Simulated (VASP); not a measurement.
All values below come from PBE GGA, VASP's PBE PAW potentials (set 64) (plane waves; VASP). Each cell was relaxed at this level.

Question: Which of these has an unstable (imaginary) mode at Γ?
A) RuAl, Pm-3m (221)
B) BaTiO3, Pm-3m (221)
C) WC, P-6m2 (187)
D) CuZn, Pm-3m (221)

Answer: B, BaTiO3, Pm-3m (221). Its optical Γ-point modes are 251i (×3), 169 (×3), 285 (×3), 451 (×3) cm⁻¹.
